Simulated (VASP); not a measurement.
Wanted: the native input for a VASP 6.6.1 run.

```yaml
Task: electron localisation function
Functional: PBE
Potentials_or_basis: VASP PAW PBE potentials, release 64 (Ni, Mo_sv, Pd, Ir, W_sv)
Cutoff: 520 eV
k_mesh: 11 × 11 × 3
Occupations: fermi-dirac, width 0.05 eV
Spin: collinear spin, ferromagnetic start
Starting_moments: "[1.0, 1.0, 0.0, 0.6, 0.0] μB"
Further_INCAR_settings: ALGO = Fast; EDIFF = 1e-06
```

The structure of NiMoIrPdW lies in POSCAR:

```
NiMoIrPdW
1.0
    2.7660900000      0.0000000000      0.0000000000
   -1.3830500000      2.3955100000      0.0000000000
    0.0000000000      0.0000000000     11.0227800000
Ni Mo Pd Ir W
1 1 1 1 1
Direct
    0.3333300000      0.6666700000      0.5971100000
    0.0000000000      0.0000000000      0.4107400000
    0.6666700000      0.3333300000      0.7952000000
    0.6666700000      0.3333300000      0.1996100000
    0.3333300000      0.6666700000      0.9973400000
```

The cell was built by a generator and needn't be a form met in nature.

The input as run:

INCAR

```
  ALGO = Fast
  EDIFF = 1E-6
  ENCUT = 520
  GGA = PE
  ISIF = 2
  ISMEAR = -1
  ISPIN = 2
  LASPH = T
  LCHARG = T
  LELF = T
  LMAXMIX = 4
  LORBIT = 11
  LREAL = F
  LWAVE = F
  MAGMOM = 1 1 0 0.6 0
  NELM = 100
  PREC = Accurate
  SIGMA = 0.05
```

KPOINTS

```
k-points
0
Gamma
  11 11 3
```

Potentials or basis: VASP PAW PBE potentials, release 64 (Ni, Mo_sv, Pd, Ir, W_sv).

Run with:

```sh
$ cat potpaw_PBE.64/Ni/POTCAR potpaw_PBE.64/Mo_sv/POTCAR potpaw_PBE.64/Pd/POTCAR potpaw_PBE.64/Ir/POTCAR potpaw_PBE.64/W_sv/POTCAR > POTCAR
$ mpirun -np 4 vasp_std > vasp.out
```

Results of the run:

```
Pressure                                              : 0.4 GPa
Largest force                                         : 0.145 eV/Å
Band gap on the k mesh                                : none (metal or under the smearing width)
Net moment                                            : 0.00 μB per cell
Valence electrons inside the program's atomic spheres : Ni 9.17; Mo 12.46; Pd 9.58; Ir 8.39; W 12.07
```

It took 6.7 min on 4 MPI ranks on Intel(R) Xeon(R) Platinum 8488C (Sapphire Rapids), with other jobs on the host, peak memory 0.36 GiB a rank.
